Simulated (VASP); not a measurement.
Consider the following.

```
CdF2
1.0
    0.00000     2.70168     2.70168
    2.70168     0.00000     2.70168
    2.70168     2.70168     0.00000
Cd F
1 2
Direct
  0.00000   0.00000   0.00000
  0.25000   0.25000   0.25000
  0.75000   0.75000   0.75000
```

The numbers are results of r2SCAN meta-GGA, VASP's PBE PAW potentials (set 64) (plane waves; VASP), not measurements. Settings: 520 eV cut-off, 9×9×9 Γ-centred mesh, Gaussian smearing of 0.010 eV, potentials Cd F.

Q: Predict the energy per atom (σ→0).

A: 
The energy per atom (σ→0) comes out as -11.240 eV/atom.

The compound is CdF2 in the fluorite structure. It was relaxed first.
